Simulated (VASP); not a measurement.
Data:

```
Ga
1.0
    2.28728    -3.94361     0.00000
    2.28728     3.94361     0.00000
    0.00000     0.00000     4.68843
Ga
4
Direct
  0.15559   0.84441   0.91957
  0.34441   0.65559   0.41957
  0.65559   0.34441   0.58043
  0.84441   0.15559   0.08043
```

These are RPBE GGA, VASP's PBE PAW potentials (set 64) (plane waves; VASP 6.6.1) values and carry that method's errors. Settings: 520 eV cut-off, Gaussian smearing of 0.050 eV, potentials Ga_d.

Problem. Give the energies of bands 21 to 30 at the high-symmetry points, in eV from the Fermi level.

Solution. 
```json
[
 {"band": "21", "Γ": "-10.56", "Y": "-9.01", "C0": "-8.23", "Z": "-8.86", "A0": "-6.65", "T": "-7.38", "S": "-8.21", "R": "-6.96"},
 {"band": "22", "Γ": "-4.36", "Y": "-6.97", "C0": "-7.29", "Z": "-8.86", "A0": "-6.65", "T": "-7.38", "S": "-8.21", "R": "-6.96"},
 {"band": "23", "Γ": "-3.74", "Y": "-4.09", "C0": "-6.29", "Z": "-0.39", "A0": "-5.85", "T": "-5.20", "S": "-3.49", "R": "-6.00"},
 {"band": "24", "Γ": "-1.73", "Y": "-2.94", "C0": "-1.35", "Z": "-0.39", "A0": "-5.85", "T": "-5.20", "S": "-3.49", "R": "-6.00"},
 {"band": "25", "Γ": "-1.53", "Y": "-2.06", "C0": "-1.09", "Z": "0.02", "A0": "-3.36", "T": "-1.10", "S": "-1.34", "R": "-1.47"},
 {"band": "26", "Γ": "-0.77", "Y": "-1.57", "C0": "-0.32", "Z": "0.02", "A0": "-3.36", "T": "-1.10", "S": "-1.34", "R": "-1.47"},
 {"band": "27", "Γ": "0.68", "Y": "1.03", "C0": "-0.32", "Z": "0.06", "A0": "4.02", "T": "-0.77", "S": "0.56", "R": "0.39"},
 {"band": "28", "Γ": "0.95", "Y": "1.07", "C0": "0.74", "Z": "0.06", "A0": "4.02", "T": "-0.77", "S": "0.56", "R": "0.39"},
 {"band": "29", "Γ": "1.16", "Y": "3.09", "C0": "1.85", "Z": "1.83", "A0": "4.73", "T": "5.90", "S": "3.72", "R": "6.75"},
 {"band": "30", "Γ": "4.71", "Y": "3.51", "C0": "2.80", "Z": "1.83", "A0": "4.73", "T": "5.90", "S": "3.72", "R": "6.75"}
]
```

It has no gap at this level: it comes out as a metal or semimetal.

The compound is Ga in the alpha structure. It was relaxed first, which changed the volume by +8 %.
